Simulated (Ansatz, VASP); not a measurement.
# MgSc2C2 in VASP and in Ansatz

```xyz
5
Lattice="-2.1015 2.1015 5.0460 2.1015 -2.1015 5.0460 2.1015 2.1015 -5.0460" Properties=species:S:1:pos:R:3 pbc="T T T"
Mg    0.0000    0.0000    0.0000
Sc    0.0000    2.1015    2.5230
Sc    2.1015    0.0000    2.5230
C     0.0000    0.0000    6.7606
C     0.0000    0.0000    3.3315
```

Change from the starting cell: species swapped into the BaZn2P2 type (I4/mmm, No. 139).

Alike in both runs: functional PBE; k mesh 6 × 6 × 6; occupations gaussian, width 0.1 eV; no spin polarisation.

Ansatz relaxed the structure, and its values are those at the end. VASP's run is a single point on that final structure, the one shown.

|  | VASP | Ansatz |
| --- | --- | --- |
| version | VASP 6.6.1 | Ansatz 0.2.0 |
| potentials or method | VASP PAW PBE potentials, release 64 (Mg, Sc_sv, C) | scalar-relativistic, plane waves, PAW |
| plane-wave cutoff (eV) | 520 | 420 |
| valence electrons in the cell | 32 | 40 |

|  | VASP | Ansatz | Ansatz less VASP |
| --- | --- | --- | --- |
| gap on the k mesh at the Fermi level (eV) | none | none | - |
| pressure (GPa) | 0.3 | 0.0 | -0.27 |
| rms of the force components (eV/Å) | 0.015 | 0.000 | -0.0147 |

A gap of «none» marks a metal or a gap that the smearing closes. The two sets of potentials don't hold the same shells in valence.
